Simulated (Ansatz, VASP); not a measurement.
**Cross-check of Ta (Ta(310) slab) between VASP and Ansatz**

Aim: how closely do two programs agree when they are given the same cell, functional and k mesh? The cell is taken from a series of runs on this material, whose earlier steps may have relaxed, scaled, displaced or heated it; both programs get it as it stands.

Method: plane waves, with VASP 6.6.1 beside it; single point at PBE, in Ansatz 0.2.0.

### 1. The structure

The cell holds 24 atoms: 24 Ta. Cell: a = 6.640 Å, b = 5.506 Å, c = 26.549 Å, α = 90.0°, β = 90.0°, γ = 107.5°. It derives from Ta. Slab of Ta cut on (3 1 0), 11.5 A thick, 2 x 1 surface cells, both faces free; (so at first; earlier steps may have moved the atoms). Lattice constants are starting values near those of PBE. Vacuum lies along c.

### 2. VASP: single point, PBE

A single point gives forces, pressure and levels at one fixed geometry, so differences don't come from the geometry; what else differs is listed under the comparison.

Lines of VASP's logs that name or quote its potential files are left out, and so is its time.

INCAR reads:

```
SYSTEM = Ta
PREC = Accurate
ENCUT = 400
EDIFF = 1E-06
NELM = 120
ISMEAR = -1
SIGMA = 0.1
LREAL = .FALSE.
ALGO = Normal
GGA = PE
NBANDS = 163
LASPH = .TRUE.
LORBIT = 11
LWAVE = .FALSE.
LCHARG = .FALSE.
ISIF = 2
GGA_COMPAT = .FALSE.
KPAR = 4
```

POSCAR reads:

```
Ta
1.0
    6.6400000000      0.0000000000      0.0000000000
   -1.6600000000      5.2493800000      0.0000000000
    0.0000000000      0.0000000000     26.5486400000
Ta
24
Direct
    0.3041100000      0.2153900000      0.2907400000
    0.4538800000      0.8150600000      0.3211200000
    0.1010100000      0.4029000000      0.3614700000
    0.2505000000      0.0015300000      0.3993400000
    0.4004700000      0.6015700000      0.4413600000
    0.0497400000      0.1991000000      0.4806300000
    0.2002600000      0.8009000000      0.5193700000
    0.3495300000      0.3984300000      0.5586400000
    0.9995000000      0.9984700000      0.6006600000
    0.1489900000      0.5971000000      0.6385300000
    0.2961200000      0.1849400000      0.6788800000
    0.4458900000      0.7846100000      0.7092600000
    0.8041100000      0.2153900000      0.2907400000
    0.9538800000      0.8150600000      0.3211200000
    0.6010100000      0.4029000000      0.3614700000
    0.7505000000      0.0015300000      0.3993400000
    0.9004700000      0.6015700000      0.4413600000
    0.5497400000      0.1991000000      0.4806300000
    0.7002600000      0.8009000000      0.5193700000
    0.8495300000      0.3984300000      0.5586400000
    0.4995000000      0.9984700000      0.6006600000
    0.6489900000      0.5971000000      0.6385300000
    0.7961200000      0.1849400000      0.6788800000
    0.9458900000      0.7846100000      0.7092600000
```

KPOINTS reads:

```
Automatic mesh
0
Gamma
7 9 1
0 0 0
```

Potentials, in the order of the species: Ta_pv (PBE family, release 64).

Started as:

```console
mpirun -np 4 vasp_std
```

Numbers of over 12 decimals in the logs are rounded to 6 here.

Output:

```text
[banner, memory and clock lines left out]
running    4 mpi-ranks, on    1 nodes
 distrk:  each k-point on    1 cores,    4 groups
 distr:  one band on    1 cores,    1 groups

 POSCAR found type information on POSCAR Ta
 POSCAR found :  1 types and      24 ions
|                                                                             |
|               ----> ADVICE to this user running VASP <----                  |
|                                                                             |
|     You have a (more or less) 'large supercell' and for larger cells it     |
|     might be more efficient to use real-space projection operators.         |
|     Therefore, try LREAL= Auto in the INCAR file.                           |
|     Mind: For very accurate calculation, you might also keep the            |
|     reciprocal projection scheme (i.e. LREAL=.FALSE.).                      |
|                                                                             |

 LDA part: xc-table for (Slater+PW92), standard interpolation
 POSCAR, INCAR and KPOINTS ok, starting setup
 FFT: planning ... GRIDC
 FFT: planning ... GRID_SOFT
 FFT: planning ... GRID
 WAVECAR not read
 entering main loop
       N       E                     dE             d eps       ncg     rms          rms(c)
DAV:   1     0.225200605513E+04    0.22520E+04   -0.13377E+05 13088   0.123E+03
DAV:   2    -0.174655562496E+03   -0.24267E+04   -0.23651E+04 11851   0.384E+02
DAV:   3    -0.290349960330E+03   -0.11569E+03   -0.10994E+03 13488   0.717E+01
DAV:   4    -0.295893515868E+03   -0.55436E+01   -0.54422E+01 13664   0.135E+01
DAV:   5    -0.296123441031E+03   -0.22993E+00   -0.22865E+00 13968   0.239E+00    0.635E+01
DAV:   6    -0.353819609804E+03   -0.57696E+02   -0.26977E+02 15030   0.599E+01    0.443E+01
DAV:   7    -0.336865819114E+03    0.16954E+02   -0.69998E+02 15406   0.516E+01    0.397E+01
DAV:   8    -0.292390104919E+03    0.44476E+02   -0.25436E+02 13920   0.266E+01    0.197E+01
DAV:   9    -0.277417539205E+03    0.14973E+02   -0.56363E+01 13760   0.146E+01    0.103E+01
DAV:  10    -0.275207377425E+03    0.22102E+01   -0.66706E+00 14040   0.580E+00    0.700E+00
DAV:  11    -0.274504728860E+03    0.70265E+00   -0.87766E-01 13904   0.193E+00    0.596E+00
DAV:  12    -0.273586482899E+03    0.91825E+00   -0.45138E-01 12968   0.167E+00    0.402E+00
DAV:  13    -0.272958304434E+03    0.62818E+00   -0.11446E+00 13200   0.341E+00    0.132E+00
DAV:  14    -0.272975436345E+03   -0.17132E-01   -0.21988E-01 11984   0.109E+00    0.870E-01
[...]
DAV:  25    -0.272969509394E+03   -0.88853E-04   -0.13120E-05 10808   0.113E-02    0.555E-03
DAV:  26    -0.272969600935E+03   -0.91541E-04   -0.45508E-06  9824   0.343E-03    0.463E-03
DAV:  27    -0.272969711397E+03   -0.11046E-03   -0.69298E-06 10136   0.675E-03    0.342E-03
DAV:  28    -0.272969734953E+03   -0.23557E-04   -0.59868E-07  7872   0.285E-03    0.179E-03
DAV:  29    -0.272969754701E+03   -0.19748E-04   -0.81809E-07  7920   0.155E-03    0.491E-04
DAV:  30    -0.272969759779E+03   -0.50778E-05   -0.25654E-07  7432   0.611E-04    0.381E-04
DAV:  31    -0.272969761188E+03   -0.14094E-05   -0.96153E-08  7120   0.397E-04    0.115E-04
DAV:  32    -0.272969761484E+03   -0.29608E-06   -0.41156E-08  6736   0.252E-04
   1 F= -.27296976E+03 E0= -.27251143E+03  d E =-.916656E+00
```

Parts of OUTCAR (step 2):

```text
ion  position               nearest neighbor table
   1  0.304  0.215  0.291-   3 2.69  15 2.69   2 2.80  14 2.80   4 3.09   2 3.25  13 3.32  13 3.32

  LATTYP: Found a simple monoclinic cell.
 ALAT       =     5.5055962787
 B/A-ratio  =     4.8221189233
 C/A-ratio  =     1.2060455696
 COS(beta)  =    -0.3015113924

 Subroutine GETGRP returns: Found  2 space group operations
 (whereof  1 operations were pure point group operations)

The static configuration has the point symmetry C_1 .
 The point group associated with its full space group is S_2 .

 Found     32 irreducible k-points:

   k-points           NKPTS =     32   k-points in BZ     NKDIM =     32   number of bands    NBANDS=    163

   dimension x,y,z NGX =    48 NGY =   36 NGZ =  180
   dimension x,y,z NGXF=    96 NGYF=   72 NGZF=  360

   ENCUT  =  400.0 eV  29.40 Ry    5.42 a.u.  10.83  8.98 43.29*2*pi/ulx,y,z

   NELECT =     264.0000    total number of electrons

 k-points in reciprocal lattice and weights: Automatic mesh
   0.00000000  0.00000000  0.00000000       0.016
   0.14285714  0.00000000  0.00000000       0.032
   0.28571429 -0.00000000  0.00000000       0.032
   0.42857143  0.00000000  0.00000000       0.032
   0.00000000  0.11111111  0.00000000       0.032
   0.14285714  0.11111111  0.00000000       0.032
   0.28571429  0.11111111  0.00000000       0.032
   0.42857143  0.11111111  0.00000000       0.032
  -0.42857143  0.11111111  0.00000000       0.032
[...]
-0.28571429  0.44444444  0.00000000       0.032
  -0.14285714  0.44444444  0.00000000       0.032

 average (electrostatic) potential at core
       1 -41.9352       2 -41.8372       3 -41.2471       4 -41.4343       5 -41.3796
       6 -41.2743       7 -41.2743       8 -41.3796       9 -41.4343      10 -41.2471
      11 -41.8372      12 -41.9352      13 -41.9352      14 -41.8372      15 -41.2471
      16 -41.4343      17 -41.3796      18 -41.2743      19 -41.2743      20 -41.3796
      21 -41.4343      22 -41.2471      23 -41.8372      24 -41.9352

 E-fermi :   0.7086

 k-point     1 :       0.0000    0.0000    0.0000
  band No.  band energies     occupation
    ...
    125       0.5994      1.49754
    126       0.6066      1.46992
    127       0.7165      0.96064
    128       0.7263      0.91182
    129       0.7514      0.78915
    130       0.8793      0.30709
    131       0.8924      0.27475
    132       0.9190      0.21744
    133       0.9853      0.11834
    134       1.1015      0.03857
    ...

 k-point     2 :       0.1429    0.0000    0.0000
  band No.  band energies     occupation
    ...
    125       0.4849      1.80718
    126       0.4863      1.80458
    127       0.6082      1.46376
    128       0.6131      1.44449
    129       0.7846      0.63734
    130       0.8205      0.49257
    131       0.8256      0.47398
    132       0.8975      0.26270
    133       0.9720      0.13398
    134       1.0139      0.09020
    ...

 k-point     3 :       0.2857   -0.0000    0.0000
  band No.  band energies     occupation
    ...
    130       0.5922      1.52436
    131       0.6191      1.42014
    132       0.6378      1.34007
    133       0.7552      0.77141
    134       0.8165      0.50752
    135       0.8330      0.44773
    136       0.8541      0.37847
    137       0.9845      0.11917
    138       1.0747      0.05015
    139       1.1065      0.03672
    ...

  Total      -11.3737070    -10.3805880     -0.5314915     -0.0236590     -0.4987317      0.0526438
  in kB      -19.6922004    -17.9727348     -0.9202133     -0.0409627     -0.8634938      0.0911463
  external PRESSURE =     -12.8617162 kB  Pullay stress =       0.0000000 kB

  energy-cutoff  :      400.00
  volume of cell :      925.38
      direct lattice vectors                 reciprocal lattice vectors
     6.640000000  0.000000000  0.000000000     0.150602410  0.047624672  0.000000000
    -1.660000000  5.249380000  0.000000000     0.000000000  0.190498687  0.000000000
     0.000000000  0.000000000 26.548640000     0.000000000  0.000000000  0.037666713

 POSITION                                       TOTAL-FORCE (eV/Angst)
 -----------------------------------------------------------------------------------
      1.66174      1.13066      7.71875        -0.002037      0.035597      0.017419
      1.66076      4.27856      8.52530         0.006437      0.014077      0.002940
      0.00189      2.11498      9.59654        -0.010659     -0.029676     -0.031159
      1.66078      0.00803     10.60193         0.001597     -0.018771      0.010278
      1.66051      3.15787     11.71751         0.000562      0.005977      0.026665
     -0.00023      1.04515     12.76007         0.004819      0.018537     -0.005272
      0.00023      4.20423     13.78857        -0.004819     -0.018537      0.005272
      1.65949      2.09151     14.83113        -0.000562     -0.005977     -0.026665
      4.97922      5.24135     15.94671        -0.001597      0.018771     -0.010278
     -0.00189      3.13440     16.95210         0.010659      0.029676      0.031159
      1.65924      0.97082     18.02334        -0.006437     -0.014077     -0.002940
      1.65826      4.11872     18.82989         0.002037     -0.035597     -0.017419
      4.98174      1.13066      7.71875        -0.002037      0.035597      0.017419
      4.98076      4.27856      8.52530         0.006437      0.014077      0.002940
      3.32189      2.11498      9.59654        -0.010659     -0.029676     -0.031159
      4.98078      0.00803     10.60193         0.001597     -0.018771      0.010278
      4.98051      3.15787     11.71751         0.000562      0.005977      0.026665
      3.31977      1.04515     12.76007         0.004819      0.018537     -0.005272
      3.32023      4.20423     13.78857        -0.004819     -0.018537      0.005272
      4.97949      2.09151     14.83113        -0.000562     -0.005977     -0.026665
      1.65922      5.24135     15.94671        -0.001597      0.018771     -0.010278
      3.31811      3.13440     16.95210         0.010659      0.029676      0.031159
      4.97924      0.97082     18.02334        -0.006437     -0.014077     -0.002940
      4.97826      4.11872     18.82989         0.002037     -0.035597     -0.017419
 -----------------------------------------------------------------------------------
    total drift:                                0.000000      0.000000      0.000000

  FREE ENERGIE OF THE ION-ELECTRON SYSTEM (eV)
  ---------------------------------------------------
  free  energy   TOTEN  =      -272.9697614845 eV

  energy  without entropy=     -272.0531050994  energy(sigma->0) =     -272.51143329

 total charge
# of ion       s       p       d       tot
------------------------------------------
    1        0.406   6.059   2.411   8.876
    2        0.371   6.121   2.329   8.821
    3        0.380   6.165   2.439   8.984
    4        0.369   6.180   2.345   8.895
    5        0.366   6.166   2.358   8.890
    6        0.366   6.167   2.370   8.903
    7        0.366   6.167   2.370   8.903
    8        0.366   6.166   2.358   8.890
    9        0.369   6.180   2.345   8.895
   10        0.380   6.165   2.439   8.984
   11        0.371   6.121   2.329   8.821
   12        0.406   6.059   2.411   8.876
   13        0.406   6.059   2.411   8.876
   14        0.371   6.121   2.329   8.821
   15        0.380   6.165   2.439   8.984
   16        0.369   6.180   2.345   8.895
   17        0.366   6.166   2.358   8.890
   18        0.366   6.167   2.370   8.903
   19        0.366   6.167   2.370   8.903
   20        0.366   6.166   2.358   8.890
   21        0.369   6.180   2.345   8.895
   22        0.380   6.165   2.439   8.984
   23        0.371   6.121   2.329   8.821
   24        0.406   6.059   2.411   8.876
--------------------------------------------------
tot          9.034 147.431  57.007 213.472

[... 3 further parts left out ...]
```

[end of part 1 of 2]

[Lines on the potential files, build, host, timing and source positions are cut from VASP's logs without a mark.]

[Logs are printed without paths, hosts, clocks, repeated set-up lines and the standing remarks that a program may print on its own settings, such as how far it seeks lower states.]

[Hosts, paths, dates, database ids (printed as entryN), source tags and the programs' standing remarks are cut or masked in the printed files.]
